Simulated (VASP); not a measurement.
Energy against volume of Mg (hcp). All values below come from MS2 meta-GGA, VASP's PBE PAW potentials (set 64) (plane waves; VASP). Run with 520 eV cut-off, 13×13×7 Γ-centred mesh, first-order Methfessel-Paxton smearing of 0.10 eV, potentials Mg.

Shape and ions are relaxed at each volume.

```csv
V (Å³/atom),E (eV/atom)
21.761,-5.05044
22.434,-5.05339
23.108,-5.05195
23.781,-5.04604
```

**Question.** Fit these four points and predict the energy of the run at 21.088 Å³/atom.

**Answer.** A cubic in V^(−2/3), the third-order Birch-Murnaghan form, passes through the four points with V0 = 22.55 Å³/atom and B0 = 35 GPa, and gives -5.0433 eV/atom there. The run gave -5.0418 eV/atom, +1.6 meV/atom from the fit; all five points give B0 = 37 GPa.

The compound is Mg in the hcp structure. It was relaxed first.
